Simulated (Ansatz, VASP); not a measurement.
## Cross-check of BHN (BN(111) slab, H on both faces) between VASP and Ansatz

Aim: how closely do two programs agree when they are given the same cell, functional and k mesh? Of the first pair: The structure shown is the start of the Ansatz relaxation below; VASP solves that cell, so the two are compared at the walk's first step.

Method: plane waves, with VASP 6.6.1 beside it; single point at LDA, in Ansatz 0.2.0.

### Step 1. Set-up

The cell holds 150 atoms: 50 B, 50 N and 50 H. Its edges and angles: a = 12.784 Å, b = 12.784 Å, c = 16.820 Å, α = 90.0°, β = 90.0°, γ = 60.0°. It derives from BN (zinc-blende). As first built, before any earlier steps moved the atoms (in the runner's words): zinc-blende BN (a = 3.616 A), (111) slab of 4 atomic planes, 5 x 5 surface cells, H on the broken bonds of both faces; displaced by a Gaussian of 0.02 A. Vacuum lies along c.

### Step 2. Ansatz: relaxation, LDA

Ansatz runs on its default PAW (the set named soft_2) files.

The two programs are compared at the cell with which this relaxation starts, whose forces are those of its first step.

Contents of input.yaml:

```yaml
crystal:
  lattice:
    - [12.78449, 0.0, 0.0]
    - [6.39225, 11.07169, 0.0]
    - [0.0, 0.0, 16.81962]
  atoms:
    - { symbol: B, position: [0.1295, 0.13885, 0.44962] }
    - { symbol: "N", position: [0.00049, 0.99988, 0.41839] }
    - { symbol: B, position: [0.06795, 0.0644, 0.57383] }
    - { symbol: "N", position: [0.13342, 0.13304, 0.54183] }
    - { symbol: B, position: [0.13549, 0.33168, 0.44454] }
    - { symbol: "N", position: [0.00255, 0.19823, 0.41733] }
    - { symbol: B, position: [0.06745, 0.26508, 0.57352] }
    - { symbol: "N", position: [0.13165, 0.33586, 0.54423] }
    - { symbol: B, position: [0.13483, 0.53376, 0.44843] }
    - { symbol: "N", position: [0.00126, 0.39914, 0.41835] }
    - { symbol: B, position: [0.06411, 0.46793, 0.57096] }
    - { symbol: "N", position: [0.13317, 0.53404, 0.54204] }
    - { symbol: B, position: [0.13143, 0.73184, 0.44868] }
    - { symbol: "N", position: [0.00056, 0.60199, 0.41824] }
    - { symbol: B, position: [0.06689, 0.66792, 0.5743] }
    - { symbol: "N", position: [0.1325, 0.73302, 0.54149] }
    - { symbol: B, position: [0.13799, 0.93402, 0.45051] }
    - { symbol: "N", position: [0.99962, 0.80424, 0.4167] }
    - { symbol: B, position: [0.06638, 0.86497, 0.57414] }
    - { symbol: "N", position: [0.13609, 0.93145, 0.54499] }
    - { symbol: B, position: [0.33201, 0.13536, 0.44839] }
    - { symbol: "N", position: [0.20005, 0.00016, 0.41886] }
    - { symbol: B, position: [0.26431, 0.06763, 0.57191] }
    - { symbol: "N", position: [0.33302, 0.13296, 0.53895] }
    - { symbol: B, position: [0.33303, 0.33429, 0.44883] }
    - { symbol: "N", position: [0.2025, 0.19832, 0.41654] }
    - { symbol: B, position: [0.26427, 0.2681, 0.57344] }
    - { symbol: "N", position: [0.33569, 0.33328, 0.54273] }
    - { symbol: B, position: [0.33013, 0.53456, 0.44768] }
    - { symbol: "N", position: [0.20125, 0.39965, 0.41719] }
    - { symbol: B, position: [0.26466, 0.46803, 0.57231] }
    - { symbol: "N", position: [0.33209, 0.53236, 0.54106] }
    - { symbol: B, position: [0.33475, 0.73582, 0.44868] }
    - { symbol: "N", position: [0.19939, 0.60159, 0.41565] }
    - { symbol: B, position: [0.26408, 0.66787, 0.573] }
    - { symbol: "N", position: [0.3344, 0.73408, 0.54228] }
    - { symbol: B, position: [0.33394, 0.93495, 0.44726] }
    - { symbol: "N", position: [0.1987, 0.79951, 0.41744] }
    - { symbol: B, position: [0.26593, 0.86789, 0.57145] }
    - { symbol: "N", position: [0.33379, 0.93186, 0.54041] }
    - { symbol: B, position: [0.53475, 0.13006, 0.44576] }
    - { symbol: "N", position: [0.39868, 0.9995, 0.41648] }
    - { symbol: B, position: [0.46799, 0.06419, 0.57428] }
    - { symbol: "N", position: [0.53244, 0.13616, 0.54109] }
    - { symbol: B, position: [0.53291, 0.33298, 0.44758] }
    - { symbol: "N", position: [0.39839, 0.19884, 0.41736] }
    - { symbol: B, position: [0.47095, 0.26608, 0.5725] }
    - { symbol: "N", position: [0.53224, 0.33377, 0.53992] }
    - { symbol: B, position: [0.53306, 0.53552, 0.45016] }
    - { symbol: "N", position: [0.39656, 0.40242, 0.41463] }
    - { symbol: B, position: [0.46933, 0.46716, 0.57169] }
    - { symbol: "N", position: [0.5326, 0.53248, 0.53797] }
    - { symbol: B, position: [0.53448, 0.73425, 0.44928] }
    - { symbol: "N", position: [0.401, 0.60123, 0.41823] }
    - { symbol: B, position: [0.4643, 0.66739, 0.57147] }
    - { symbol: "N", position: [0.53157, 0.7374, 0.54165] }
    - { symbol: B, position: [0.53228, 0.93225, 0.44768] }
    - { symbol: "N", position: [0.40174, 0.80055, 0.41666] }
    - { symbol: B, position: [0.4656, 0.86768, 0.57221] }
    - { symbol: "N", position: [0.53158, 0.93387, 0.54232] }
    - { symbol: B, position: [0.73195, 0.13519, 0.44952] }
    - { symbol: "N", position: [0.6007, 0.99813, 0.41722] }
    - { symbol: B, position: [0.66949, 0.06548, 0.57205] }
    - { symbol: "N", position: [0.7335, 0.13394, 0.53953] }
    - { symbol: B, position: [0.73426, 0.3339, 0.45] }
    - { symbol: "N", position: [0.60003, 0.19876, 0.41791] }
    - { symbol: B, position: [0.66542, 0.26764, 0.57106] }
    - { symbol: "N", position: [0.73433, 0.3322, 0.54248] }
    - { symbol: B, position: [0.73293, 0.53596, 0.44871] }
    - { symbol: "N", position: [0.5969, 0.40271, 0.41738] }
    - { symbol: B, position: [0.66519, 0.46781, 0.57332] }
    - { symbol: "N", position: [0.73314, 0.53307, 0.54288] }
    - { symbol: B, position: [0.73059, 0.7357, 0.44734] }
    - { symbol: "N", position: [0.60171, 0.59814, 0.41836] }
    - { symbol: B, position: [0.66803, 0.66696, 0.57053] }
    - { symbol: "N", position: [0.73343, 0.73434, 0.5391] }
    - { symbol: B, position: [0.73712, 0.92946, 0.44845] }
    - { symbol: "N", position: [0.60013, 0.80158, 0.41645] }
    - { symbol: B, position: [0.66607, 0.86908, 0.57357] }
    - { symbol: "N", position: [0.73384, 0.9336, 0.54322] }
    - { symbol: B, position: [0.9341, 0.13425, 0.44736] }
    - { symbol: "N", position: [0.79783, 0.99985, 0.41599] }
    - { symbol: B, position: [0.86436, 0.06807, 0.57215] }
    - { symbol: "N", position: [0.93168, 0.13448, 0.54109] }
    - { symbol: B, position: [0.9353, 0.33138, 0.4468] }
    - { symbol: "N", position: [0.79706, 0.20083, 0.41623] }
    - { symbol: B, position: [0.86549, 0.26672, 0.57239] }
    - { symbol: "N", position: [0.9365, 0.33297, 0.54328] }
    - { symbol: B, position: [0.93199, 0.53472, 0.44942] }
    - { symbol: "N", position: [0.80027, 0.4018, 0.4165] }
    - { symbol: B, position: [0.86589, 0.46642, 0.57204] }
    - { symbol: "N", position: [0.93237, 0.53392, 0.54068] }
    - { symbol: B, position: [0.93244, 0.73449, 0.45039] }
    - { symbol: "N", position: [0.79912, 0.60085, 0.41856] }
    - { symbol: B, position: [0.86804, 0.66494, 0.57166] }
    - { symbol: "N", position: [0.92948, 0.7337, 0.54458] }
    - { symbol: B, position: [0.93525, 0.93348, 0.44889] }
    - { symbol: "N", position: [0.79921, 0.79962, 0.41795] }
    - { symbol: B, position: [0.8668, 0.86695, 0.57369] }
    - { symbol: "N", position: [0.93117, 0.93668, 0.54152] }
    - { symbol: H, position: [0.99834, 0.00081, 0.35663] }
    - { symbol: H, position: [0.06922, 0.06582, 0.64174] }
    - { symbol: H, position: [0.00057, 0.1992, 0.35384] }
    - { symbol: H, position: [0.06748, 0.26913, 0.64531] }
    - { symbol: H, position: [0.99944, 0.40105, 0.35729] }
    - { symbol: H, position: [0.06627, 0.46883, 0.64668] }
    - { symbol: H, position: [0.9984, 0.60024, 0.35607] }
    - { symbol: H, position: [0.06616, 0.66893, 0.64212] }
    - { symbol: H, position: [0.00453, 0.79788, 0.35606] }
    - { symbol: H, position: [0.06735, 0.86766, 0.64089] }
    - { symbol: H, position: [0.1979, 0.00043, 0.35568] }
    - { symbol: H, position: [0.2667, 0.06797, 0.64162] }
    - { symbol: H, position: [0.20043, 0.19899, 0.35618] }
    - { symbol: H, position: [0.26664, 0.26727, 0.6427] }
    - { symbol: H, position: [0.19804, 0.40129, 0.35699] }
    - { symbol: H, position: [0.26925, 0.46363, 0.64257] }
    - { symbol: H, position: [0.20227, 0.59856, 0.35487] }
    - { symbol: H, position: [0.26391, 0.66819, 0.64292] }
    - { symbol: H, position: [0.20253, 0.79924, 0.35668] }
    - { symbol: H, position: [0.26671, 0.86902, 0.64522] }
    - { symbol: H, position: [0.39996, 0.00145, 0.3559] }
    - { symbol: H, position: [0.46618, 0.06785, 0.64344] }
    - { symbol: H, position: [0.39988, 0.20114, 0.35587] }
    - { symbol: H, position: [0.46617, 0.26543, 0.64223] }
    - { symbol: H, position: [0.39656, 0.4016, 0.35976] }
    - { symbol: H, position: [0.46496, 0.46826, 0.64475] }
    - { symbol: H, position: [0.40389, 0.59441, 0.35657] }
    - { symbol: H, position: [0.46643, 0.66957, 0.64129] }
    - { symbol: H, position: [0.39514, 0.80297, 0.35686] }
    - { symbol: H, position: [0.46359, 0.86939, 0.64406] }
    - { symbol: H, position: [0.59976, 0.00102, 0.35687] }
    - { symbol: H, position: [0.66588, 0.06595, 0.64217] }
    - { symbol: H, position: [0.60125, 0.20025, 0.3594] }
    - { symbol: H, position: [0.66804, 0.26566, 0.64207] }
    - { symbol: H, position: [0.60096, 0.39906, 0.35777] }
    - { symbol: H, position: [0.66528, 0.4658, 0.64309] }
    - { symbol: H, position: [0.59773, 0.59845, 0.35734] }
    - { symbol: H, position: [0.668, 0.66723, 0.64237] }
    - { symbol: H, position: [0.59976, 0.80417, 0.35622] }
    - { symbol: H, position: [0.66724, 0.86707, 0.64402] }
    - { symbol: H, position: [0.80081, 0.99885, 0.35704] }
    - { symbol: H, position: [0.87065, 0.06536, 0.64396] }
    - { symbol: H, position: [0.80118, 0.2001, 0.35585] }
    - { symbol: H, position: [0.86528, 0.26655, 0.64374] }
    - { symbol: H, position: [0.79773, 0.3997, 0.36007] }
    - { symbol: H, position: [0.86591, 0.46391, 0.64473] }
    - { symbol: H, position: [0.80202, 0.59936, 0.35637] }
    - { symbol: H, position: [0.8659, 0.66933, 0.64388] }
    - { symbol: H, position: [0.79874, 0.79905, 0.35551] }
    - { symbol: H, position: [0.86581, 0.86788, 0.64574] }
kpoints:
  mp_grid: { grid: [1, 1, 1] }
hamiltonian:
  xc: lda
scf:
  occupations: { method: fermi_dirac, width: 0.025 }
output:
  forces: true
relax:
  f_tol: 0.05
  max_steps: 120
```

On the command line:

```console
> ansatz run input.yaml --threads 4 --pin off --max-ram 8192MiB --backend cpu --events-out ev --progress --plain --runs-dir out
```

Numbers of over 12 decimals in the logs are rounded to 6 here.

The log of the run:

```text
Engine: ansatz 0.2.0, aarch64-unknown-linux-gnu
Pseudopotentials: kind: paw
Pseudopotential: B, paw, valence charge 3, recommended cutoff 420 eV (normal), B.paw.azcp
Pseudopotential: N, paw, valence charge 5, recommended cutoff 420 eV (normal), N.paw.azcp
Pseudopotential: H, paw, valence charge 1, recommended cutoff 420 eV (normal), H.paw.azcp
Functional definition: SPW92
  exchange = slater_x
  correlation = pw_c
Crystal: 150 atoms, lattice volume = 2380.748 Å³
Basis set: ecut = 420 eV, 46521 PW (Γ)
Bands: 375, of which v1, the nominal top of the filled ones, is band 225 counted from 1 (224 counted from 0)
Symmetry: 1 space group operations
Space group: P1 (ITA 1), of the structure as read, at distance tolerance 1.3e-4 Å
k-points: 1
Non-local potential: B, projectors of the file, l = 0: 2, l = 1: 2, l = 2: 1
Non-local potential: N, projectors of the file, l = 0: 2, l = 1: 2, l = 2: 1
Non-local potential: H, projectors of the file, l = 0: 2, l = 1: 1
PAW form: soft (Blöchl's): semilocal exchange-correlation on the pseudo side does not see the compensation charge
PAW frozen core: B, regenerated for the run's functional, and the local potential with it (the file was generated under x = pbe(κ = 0.804, μ = 0.219515), c = pbe(β = 0.066725))
PAW frozen core: N, regenerated for the run's functional, and the local potential with it (the file was generated under x = pbe(κ = 0.804, μ = 0.219515), c = pbe(β = 0.066725))
PAW one-centre angular grid: B, 110 points (default); XC on 64 Gauss nodes
PAW one-centre angular grid: N, 110 points (default); XC on 64 Gauss nodes
PAW one-centre angular grid: H, 110 points (default); XC on 64 Gauss nodes
Initial density: superposition of atomic densities (neutral atoms: chi_scale 0, normalization atom), corrected by the library's trained network
Initial wavefunctions: pseudopotential atomic-orbital guess
Functional: x = slater, c = lda
SCF iter   1: F=—  HF=-27080.990283 eV  |F-HF|=—  |Δ(HF+E_count)|=         —  Δρ=7.52e-3  dr2=5.50e0  ethr=1.77e-3  ⟨swp⟩=9.0  Hψ=2256  notcnv=0  defer=105
preconditioner: auto → Resta (q_TF=auto, 2.067 Å⁻¹)  ε∞=2.1  [insulator: Δε(μ)=1.910 eV  Ē_g=15.558 eV  σ=0.025 eV  W_gap=1.00  n_scr=340 (ndim 8)  ℏωp=16.1 eV  f_vac=0.579  D(μ)=0.00/eV (n_scr^D=0)  ε∞_Penn≈2.1  vacuum switching on, ρ_ref=1.8e-2 e/Å³]
SCF iter   2: F=—  HF=-27079.579716 eV  |F-HF|=—  |Δ(HF+E_count)|=    1.41e0  Δρ=5.17e-3  dr2=3.52e-1  ethr=1.22e-3  ⟨swp⟩=2.0  Hψ=501  notcnv=0  defer=137
SCF iter   3: F=—  HF=-27079.512767 eV  |F-HF|=—  |Δ(HF+E_count)|=   6.69e-2  Δρ=2.25e-3  dr2=6.59e-2  ethr=7.83e-5  ⟨swp⟩=2.0  Hψ=389  notcnv=0  defer=143
SCF iter   4: F=—  HF=-27079.503325 eV  |F-HF|=—  |Δ(HF+E_count)|=   9.44e-3  Δρ=7.82e-4  dr2=1.36e-2  ethr=1.46e-5  ⟨swp⟩=2.0  Hψ=430  notcnv=0  defer=143
SCF iter   5: F=—  HF=-27079.498687 eV  |F-HF|=—  |Δ(HF+E_count)|=   4.64e-3  Δρ=1.45e-4  dr2=6.68e-4  ethr=3.01e-6  ⟨swp⟩=2.0  Hψ=581  notcnv=0  defer=143
SCF iter   6: F=—  HF=-27079.498681 eV  |F-HF|=—  |Δ(HF+E_count)|=   5.81e-6  Δρ=5.21e-5  dr2=9.30e-5  ethr=1.48e-7  ⟨swp⟩=3.0  Hψ=516  notcnv=0  defer=143
SCF iter   7: F=-27079.498687 eV  HF=-27079.498687 eV  |F-HF|=3.80e-7  |Δ(HF+E_count)|=   5.98e-6  Δρ=1.52e-5  dr2=7.11e-6  ethr=1.39e-8  ⟨swp⟩=4.0  Hψ=1012  notcnv=0
SCF 1 converged in 7 iterations: F = -27079.498687 eV  dr2 = 7.11e-6
  greatest PAW one-centre occupation: 0.793 electrons in one spin orbital (limit 2), on the N atom at site 49 (counted from 0), in its partial waves of l = 0
relax step   1: F+E_penalty+E_count = -27079.49868698 eV  Δ(F+E_penalty+E_count) = +0.000e0 eV  max|allowed force component| = 6.550e0 eV/Å  Δτ_max = 0.0000 Å  (7 SCF iters, dr2 threshold 6.25e-5 eV, accepted)
Initial density: handed on by an earlier stage of this run
Initial wavefunctions: those handed on with the density
iter 1 solved again at ethr=2.39e-4 eV; its pass at ethr=3.10e-3 eV (dr2=1.08e0 eV) is discarded
SCF iter   1: F=—  HF=-27083.557711 eV  |F-HF|=—  |Δ(HF+E_count)|=         —  Δρ=7.19e-3  dr2=1.07e0  ethr=2.39e-4  ⟨swp⟩=2.0  Hψ=1175  notcnv=0  defer=143
preconditioner: auto → Resta (q_TF=auto, 2.067 Å⁻¹)  ε∞=2.1  [insulator: Δε(μ)=1.242 eV  Ē_g=15.493 eV  σ=0.025 eV  W_gap=1.00  n_scr=340 (ndim 8)  ℏωp=16.1 eV  f_vac=0.585  D(μ)=0.00/eV (n_scr^D=0)  ε∞_Penn≈2.1  vacuum switching on, ρ_ref=1.7e-2 e/Å³]
SCF iter   2: F=—  HF=-27083.242998 eV  |F-HF|=—  |Δ(HF+E_count)|=   3.15e-1  Δρ=2.78e-3  dr2=8.69e-2  ethr=2.37e-4  ⟨swp⟩=2.0  Hψ=414  notcnv=0  defer=143
SCF iter   3: F=—  HF=-27083.219261 eV  |F-HF|=—  |Δ(HF+E_count)|=   2.37e-2  Δρ=1.12e-3  dr2=1.35e-2  ethr=1.93e-5  ⟨swp⟩=2.0  Hψ=617  notcnv=0  defer=143
SCF iter   4: F=—  HF=-27083.217106 eV  |F-HF|=—  |Δ(HF+E_count)|=   2.16e-3  Δρ=2.29e-4  dr2=8.40e-4  ethr=3.01e-6  ⟨swp⟩=2.0  Hψ=455  notcnv=0  defer=143
[...]
- { symbol: N, position: [0.533200, 0.133695, 0.538997] }
    - { symbol: B, position: [0.533200, 0.333692, 0.450356] }
    - { symbol: N, position: [0.399855, 0.200369, 0.418611] }
    - { symbol: B, position: [0.466534, 0.267028, 0.571556] }
    - { symbol: N, position: [0.533200, 0.333690, 0.538996] }
    - { symbol: B, position: [0.533200, 0.533692, 0.450354] }
    - { symbol: N, position: [0.399860, 0.400357, 0.418609] }
    - { symbol: B, position: [0.466539, 0.467023, 0.571554] }
    - { symbol: N, position: [0.533197, 0.533692, 0.538993] }
    - { symbol: B, position: [0.533196, 0.733696, 0.450354] }
    - { symbol: N, position: [0.399868, 0.600354, 0.418601] }
    - { symbol: B, position: [0.466531, 0.667026, 0.571552] }
    - { symbol: N, position: [0.533193, 0.733698, 0.538995] }
    - { symbol: B, position: [0.533193, 0.933699, 0.450353] }
    - { symbol: N, position: [0.399864, 0.800364, 0.418602] }
    - { symbol: B, position: [0.466532, 0.867030, 0.571552] }
    - { symbol: N, position: [0.533193, 0.933701, 0.538993] }
    - { symbol: B, position: [0.733205, 0.133687, 0.450350] }
    - { symbol: N, position: [0.599859, 1.000366, 0.418599] }
    - { symbol: B, position: [0.666540, 0.067023, 0.571551] }
    - { symbol: N, position: [0.733203, 0.133687, 0.538989] }
    - { symbol: B, position: [0.733203, 0.333689, 0.450363] }
    - { symbol: N, position: [0.599866, 0.200360, 0.418603] }
    - { symbol: B, position: [0.666534, 0.267015, 0.571555] }
    - { symbol: N, position: [0.733197, 0.333690, 0.539003] }
    - { symbol: B, position: [0.733196, 0.533694, 0.450366] }
    - { symbol: N, position: [0.599869, 0.400356, 0.418604] }
    - { symbol: B, position: [0.666526, 0.467026, 0.571559] }
    - { symbol: N, position: [0.733191, 0.533697, 0.539007] }
    - { symbol: B, position: [0.733196, 0.733697, 0.450358] }
    - { symbol: N, position: [0.599867, 0.600357, 0.418605] }
    - { symbol: B, position: [0.666524, 0.667037, 0.571560] }
    - { symbol: N, position: [0.733192, 0.733701, 0.538998] }
    - { symbol: B, position: [0.733200, 0.933692, 0.450347] }
    - { symbol: N, position: [0.599861, 0.800365, 0.418603] }
    - { symbol: B, position: [0.666528, 0.867035, 0.571552] }
    - { symbol: N, position: [0.733197, 0.933696, 0.538988] }
    - { symbol: B, position: [0.933206, 0.133689, 0.450362] }
    - { symbol: N, position: [0.799872, 1.000355, 0.418595] }
    - { symbol: B, position: [0.866535, 0.067016, 0.571553] }
    - { symbol: N, position: [0.933202, 0.133686, 0.539003] }
    - { symbol: B, position: [0.933195, 0.333695, 0.450379] }
    - { symbol: N, position: [0.799873, 0.200357, 0.418605] }
    - { symbol: B, position: [0.866527, 0.267019, 0.571568] }
    - { symbol: N, position: [0.933192, 0.333696, 0.539020] }
    - { symbol: B, position: [0.933190, 0.533698, 0.450375] }
    - { symbol: N, position: [0.799868, 0.400358, 0.418619] }
    - { symbol: B, position: [0.866522, 0.467035, 0.571571] }
    - { symbol: N, position: [0.933190, 0.533702, 0.539014] }
    - { symbol: B, position: [0.933200, 0.733693, 0.450358] }
    - { symbol: N, position: [0.799862, 0.600360, 0.418614] }
    - { symbol: B, position: [0.866526, 0.667039, 0.571562] }
    - { symbol: N, position: [0.933199, 0.733695, 0.538998] }
    - { symbol: B, position: [0.933210, 0.933686, 0.450349] }
    - { symbol: N, position: [0.799866, 0.800357, 0.418604] }
    - { symbol: B, position: [0.866530, 0.867029, 0.571550] }
    - { symbol: N, position: [0.933203, 0.933688, 0.538990] }
    - { symbol: H, position: [0.999877, 0.000366877, 0.357050] }
    - { symbol: H, position: [0.066542, 0.066996, 0.643273] }
    - { symbol: H, position: [-0.000127561, 0.200386, 0.357067] }
    - { symbol: H, position: [0.066519, 0.267014, 0.643287] }
    - { symbol: H, position: [0.999859, 0.400360, 0.357077] }
    - { symbol: H, position: [0.066505, 0.467061, 0.643285] }
    - { symbol: H, position: [0.999861, 0.600337, 0.357064] }
    - { symbol: H, position: [0.066536, 0.667056, 0.643269] }
    - { symbol: H, position: [-0.000115065, 0.800335, 0.357047] }
    - { symbol: H, position: [0.066540, 0.867015, 0.643260] }
    - { symbol: H, position: [0.199854, 0.000388619, 0.357056] }
    - { symbol: H, position: [0.266539, 0.067027, 0.643270] }
    - { symbol: H, position: [0.199827, 0.200397, 0.357073] }
    - { symbol: H, position: [0.266563, 0.267020, 0.643281] }
    - { symbol: H, position: [0.199833, 0.400362, 0.357072] }
    - { symbol: H, position: [0.266542, 0.467023, 0.643275] }
    - { symbol: H, position: [0.199862, 0.600338, 0.357056] }
    - { symbol: H, position: [0.266533, 0.667036, 0.643264] }
    - { symbol: H, position: [0.199872, 0.800357, 0.357045] }
    - { symbol: H, position: [0.266553, 0.867016, 0.643259] }
    - { symbol: H, position: [0.399838, 0.000398607, 0.357053] }
    - { symbol: H, position: [0.466544, 0.067021, 0.643266] }
    - { symbol: H, position: [0.399830, 0.200395, 0.357056] }
    - { symbol: H, position: [0.466544, 0.267029, 0.643265] }
[...]
- { symbol: H, position: [0.799894, 0.200357, 0.357052] }
    - { symbol: H, position: [0.866511, 0.267011, 0.643276] }
    - { symbol: H, position: [0.799893, 0.400345, 0.357065] }
    - { symbol: H, position: [0.866504, 0.467052, 0.643280] }
    - { symbol: H, position: [0.799880, 0.600344, 0.357060] }
    - { symbol: H, position: [0.866514, 0.667059, 0.643271] }
    - { symbol: H, position: [0.799874, 0.800345, 0.357049] }
    - { symbol: H, position: [0.866524, 0.867035, 0.643260] }
```

In the SCF lines HF is the Harris–Foulkes energy and dr2 the Hartree energy of the density residual, in eV; the loop may stop once dr2 is under the threshold and the program's other checks hold. Hψ counts applications of the Hamiltonian.

[end of part 1 of 2]

[Lines on the potential files, build, host, timing and source positions are cut from VASP's logs without a mark.]

[Logs are printed without paths, hosts, clocks, repeated set-up lines and the standing remarks that a program may print on its own settings, such as how far it seeks lower states.]

[Hosts, paths, dates, database ids (printed as entryN), source tags and the programs' standing remarks are cut or masked in the printed files.]
